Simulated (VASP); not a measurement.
Computed with PBE GGA, VASP's PBE PAW potentials (set 64) (plane waves; VASP).

The input files of a VASP run:

**POSCAR**
```
AsSi63
1.0
 10.9370747000   0.0000000000   0.0000000000
  0.0000000000  10.9370747000   0.0000000000
  0.0000000000   0.0000000000  10.9370747000
Si As
63 1
Cart
  5.4685373500   0.0000000000   0.0000000000
  6.8356716875   1.3671343375   1.3671343375
  8.2028060250   2.7342686750   0.0000000000
  9.5699403625   4.1014030125   1.3671343375
  8.2028060250   0.0000000000   2.7342686750
  9.5699403625   1.3671343375   4.1014030125
  0.0000000000   0.0000000000   0.0000000000
  1.3671343375   1.3671343375   1.3671343375
  2.7342686750   2.7342686750   0.0000000000
  4.1014030125   4.1014030125   1.3671343375
  5.4685373500   5.4685373500   0.0000000000
  6.8356716875   6.8356716875   1.3671343375
  8.2028060250   8.2028060250   0.0000000000
  9.5699403625   9.5699403625   1.3671343375
  2.7342686750   0.0000000000   2.7342686750
  4.1014030125   1.3671343375   4.1014030125
  5.4685373500   2.7342686750   2.7342686750
  6.8403636925   4.1484543079   4.1414108318
  8.2028060250   5.4685373500   2.7342686750
  9.5699403625   6.8356716875   4.1014030125
  5.4685373500   0.0000000000   5.4685373500
  6.8356716875   1.3671343375   6.8356716875
  8.2028060250   2.7342686750   5.4685373500
  9.5699403625   4.1014030125   6.8356716875
  8.2028060250   0.0000000000   8.2028060250
  9.5699403625   1.3671343375   9.5699403625
  0.0000000000   5.4685373500   0.0000000000
  1.3671343375   6.8356716875   1.3671343375
  2.7342686750   8.2028060250   0.0000000000
  4.1014030125   9.5699403625   1.3671343375
  0.0000000000   2.7342686750   2.7342686750
  1.3671343375   4.1014030125   4.1014030125
  2.7342686750   5.4685373500   2.7342686750
  4.1120557233   6.8548881277   4.1054606672
  5.4685373500   8.2028060250   2.7342686750
  6.8356716875   9.5699403625   4.1014030125
  0.0000000000   0.0000000000   5.4685373500
  1.3671343375   1.3671343375   6.8356716875
  2.7342686750   2.7342686750   5.4685373500
  4.1136197249   4.1485636786   6.8523507264
  6.8117085568   6.7944389159   6.8531819441
  8.2028060250   8.2028060250   5.4685373500
  9.5699403625   9.5699403625   6.8356716875
  2.7342686750   0.0000000000   8.2028060250
  4.1014030125   1.3671343375   9.5699403625
  5.4685373500   2.7342686750   8.2028060250
  6.8356716875   4.1014030125   9.5699403625
  8.2028060250   5.4685373500   8.2028060250
  9.5699403625   6.8356716875   9.5699403625
  0.0000000000   8.2028060250   2.7342686750
  1.3671343375   9.5699403625   4.1014030125
  0.0000000000   5.4685373500   5.4685373500
  1.3671343375   6.8356716875   6.8356716875
  2.7342686750   8.2028060250   5.4685373500
  4.1014030125   9.5699403625   6.8356716875
  0.0000000000   2.7342686750   8.2028060250
  1.3671343375   4.1014030125   9.5699403625
  2.7342686750   5.4685373500   8.2028060250
  4.1014030125   6.8356716875   9.5699403625
  5.4685373500   8.2028060250   8.2028060250
  6.8356716875   9.5699403625   9.5699403625
  0.0000000000   8.2028060250   8.2028060250
  1.3671343375   9.5699403625   9.5699403625
  5.4631891205   5.4407899915   5.5073749023
```

File KPOINTS:
```
Automatic
0
gamma
1 1 1
```

**INCAR**
```
ALGO  =  Fast
EDIFF  =  1E-5
EDIFFG  =  -0.03
ENCUT  =  400
GGA  =  PE
IBRION  =  2
ISIF  =  2
ISMEAR  =  0
ISYM  =  0
LASPH  =  T
LCHARG  =  F
LMAXMIX  =  4
LREAL  =  Auto
LWAVE  =  T
NELECT  =  258.0
NELM  =  100
NELMIN  =  4
NSW  =  60
PREC  =  Normal
SIGMA  =  0.05
SYSTEM  =  AsSi63
```

POTCAR, in this order: Si As (PBE.64 set). Program: vasp_gam.

Question: What will the output report for the number of irreducible k-points (NKPTS), largest plane-wave count, FFT grid (NGX, NGY, NGZ)?

Answer: 
| Quantity | Value |
|---|---|
| number of irreducible k-points (NKPTS) | 1 |
| largest plane-wave count | 11924 |
| FFT grid (NGX, NGY, NGZ) | 54 × 54 × 54 |

The cell is a supercell with a defect, built from Si (diamond): As_Si, charge -1. The run is not spin-polarised, so no state with unpaired spins was tried.
